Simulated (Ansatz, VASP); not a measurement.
# Two plane-wave programs on NaHf2

```
CELL_PARAMETERS angstrom
5.36449 0.00000 0.00000
-2.68225 4.64579 0.00000
0.00000 0.00000 2.90558
ATOMIC_POSITIONS crystal
Na 0.00000 0.00000 0.00000
Hf 0.33333 0.66667 0.50000
Hf 0.66667 0.33333 0.50000
```

Alike in both runs: functional PBE; k mesh 6 × 6 × 6; occupations gaussian, width 0.1 eV; no spin polarisation.

Ansatz relaxed the structure, and its values are those at the end. VASP's run is a single point on that final structure, the one shown.

|  | VASP | Ansatz |
| --- | --- | --- |
| version | VASP 6.6.1 | Ansatz 0.2.0 |
| potentials or method | VASP PAW PBE potentials, release 64 (Na_pv, Hf_pv) | scalar-relativistic, plane waves, PAW |
| plane-wave cutoff (eV) | 520 | 420 |
| valence electrons in the cell | 27 | 61 |

Ansatz gave:

- gap on the k mesh at the Fermi level (eV): none
- pressure (GPa): 0.0

Which values does VASP return?

gap on the k mesh at the Fermi level (eV): none; pressure (GPa): -0.2.

A gap of «none» marks a metal or a gap that the smearing closes. The two sets of potentials don't hold the same shells in valence.

Caveats: the k mesh is coarse (spacing up to 0.36 Å⁻¹), so the values aren't converged. The runs have no spin-orbit coupling, so splittings on Hf are missing.
